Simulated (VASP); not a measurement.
A convergence study with VASP on CdO (rock salt): one setting is varied, all else stays as given below, so the limit is that of these other settings.

```
CELL_PARAMETERS angstrom
      0.00000     2.35000     2.35000
      2.35000     0.00000     2.35000
      2.35000     2.35000     0.00000
ATOMIC_POSITIONS crystal
  Cd 0.00000 0.00000 0.00000
  O  0.50000 0.50000 0.50000
```

Method: PBE GGA, VASP's PBE PAW potentials (set 64) (plane waves; VASP 6.6.1). The tightest run used: 700 eV cut-off, 8×8×8 Γ-centred mesh, Gaussian smearing of 0.010 eV, potentials Cd O.

The reference is ENCUT = 700, which took about 8 core-minutes. Times come from single runs on busy shared machines, so they are rough: good to a factor of about 2.

Question: Of the settings ENCUT = 300; ENCUT = 400; ENCUT = 500; ENCUT = 600; ENCUT = 700, which is the lowest that keeps the difference from the reference in highest Γ mode (cm⁻¹) within 5 from there on, and what does it cost?

Answer: ENCUT = 400; its cost over the reference is about 1/2.
```tsv
setting	difference in highest Γ mode (cm⁻¹)	cost over the reference
ENCUT = 300	12.9	about 1/3
ENCUT = 400	2.0	about 1/2
ENCUT = 500	0.1	about 1/2
ENCUT = 600	0.8	within a factor of 2
ENCUT = 700	0.0	reference
```

Left out are rungs that failed or repeat a setting and relaxations that didn't move; long series are thinned to 24 rows.

The compound is CdO in the rock salt structure. The cell was not relaxed at this level.
